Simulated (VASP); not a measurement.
BN (zinc blende): the mBJ gap over mesh and path against the volume, with the cell scaled uniformly; LDA's own equilibrium is at 5.753 Å³/atom. VASP (PAW), 520 eV cut-off, 14×14×14 Γ-centred mesh, Gaussian smearing of 0.050 eV, potentials B N. mBJ is a potential without an energy functional, so only the levels count. Fit the value as a straight line in ln V.

| V (Å³/atom) | mBJ gap over mesh and path (eV) |
|---|---|
| 5.062 | 5.900 |
| 5.235 | 5.879 |
| 5.407 | 5.858 |
| 5.58 | 5.834 |
| 5.753 | 5.809 |
| 5.925 | 5.783 |

Fit the rows as the text says and predict the value at 6.098.

The slope against ln V is -0.74 eV, the volume deformation potential of this gap. The line misses the rows by up to 0.004 and gives 5.765 at 6.098. The run gave 5.755, -0.010 from the line.

Left out are failed runs and those whose mesh is unfit for this quantity.

The compound is BN in the zinc blende structure.
